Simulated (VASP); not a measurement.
```
PbO2
1.0
    5.02480     0.00000     0.00000
    0.00000     5.02480     0.00000
    0.00000     0.00000     3.45012
Pb O
2 4
Direct
  0.00000   0.00000   0.00000
  0.50000   0.50000   0.50000
  0.30738   0.30738   0.00000
  0.80738   0.19262   0.50000
  0.19262   0.80738   0.50000
  0.69262   0.69262   0.00000
```

Computed with rev-vdW-DF2, VASP's PBE PAW potentials (set 64) (plane waves; VASP). Settings: 520 eV cut-off, Gaussian smearing of 0.050 eV, potentials Pb_d O.

Unless said otherwise, spin-orbit coupling is left out, though it shifts the bands of the heavy elements here.

Problem. Give the energies of bands 15 to 28 at the high-symmetry points, in eV from the valence-band maximum.

Solution. 
```tsv
band	Γ	X	M	Z	R	A
15	-7.94	-6.37	-5.60	-7.30	-7.02	-7.74
16	-3.22	-6.37	-5.60	-7.30	-7.02	-7.74
17	-3.13	-2.47	-3.03	-3.22	-4.46	-3.78
18	-3.13	-2.47	-3.03	-3.22	-4.46	-3.78
19	-2.09	-2.33	-2.46	-2.78	-3.27	-1.90
20	-1.97	-2.33	-2.46	-2.78	-3.27	-1.90
21	-1.66	-1.26	-1.48	-1.94	-1.01	-1.78
22	-0.70	-1.26	-1.48	-1.94	-1.01	-1.78
23	-0.59	-0.62	-0.65	-1.03	-0.70	-0.60
24	-0.59	-0.62	-0.65	-1.03	-0.70	-0.60
25	-0.52	-0.32	-0.42	-0.71	-0.19	-0.45
26	-0.52	-0.32	-0.42	-0.71	-0.19	-0.45
27	0.12	2.24	2.61	3.52	3.82	2.64
28	3.98	2.24	2.61	3.52	3.82	2.64
```

The gap is indirect, 0.03 eV, from the valence maximum at Γ-Z at 0.22 to the conduction minimum at M-Γ at 0.78.

The compound is PbO2 in the rutile structure. It was relaxed first.
